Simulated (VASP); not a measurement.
Given:

```xyz
5
Lattice="3.9028 0.0000 0.0000 0.0000 3.9028 0.0000 0.0000 0.0000 4.0332" Properties=species:S:1:pos:R:3 pbc="T T T"
Ba     0.0000     0.0000     0.0178
Ti     1.9514     1.9514     2.1107
O      1.9514     1.9514     3.9074
O      3.9028     1.9514     1.9509
O      1.9514     0.0000     1.9509
```

Method: PBE GGA with D3 dispersion (Becke-Johnson damping), VASP's PBE PAW potentials (set 64) (plane waves; VASP). Run with 520 eV cut-off, 6×6×6 Γ-centred mesh, Gaussian smearing of 0.050 eV, potentials Ba_sv Ti_sv O.

The ions and cell shape at fixed volume are relaxed. What does this cell relax into?

```xyz
5
Lattice="3.9386 0.0000 0.0000 0.0000 3.9386 0.0000 0.0000 0.0000 3.9603" Properties=species:S:1:pos:R:3 pbc="T T T"
Ba     0.0000     0.0000     3.9467
Ti     1.9693     1.9693     2.0060
O      1.9693     1.9693     3.8991
O      0.0000     1.9693     1.9333
O      1.9693     0.0000     1.9333
```
Space group P4mm (99), at a tolerance of 0.03 Å.

How much energy does the relaxation gain?

The energy (σ→0) changes by -7.3 meV/atom, in 9 ionic steps.

```csv
step,E(σ→0) (eV),max force (eV/Å),pressure (GPa),volume (Å³)
1,-41.1791,0.745,11.78,61.43
2,-41.1993,0.131,10.19,61.43
3,-41.1993,0.132,10.18,61.43
4,-41.2100,0.113,9.70,61.43
5,-41.2124,0.106,9.42,61.43
6,-41.2145,0.063,9.28,61.43
7,-41.2155,0.041,9.10,61.43
8,-41.2156,0.008,9.04,61.43
9,-41.2157,0.006,9.06,61.43
```

The compound is BaTiO3 in the tetragonal perovskite structure. This cell is one point of a volume scan, at 0.94 of the reference volume. Symmetry was kept, so distortions that lower it aren't found.
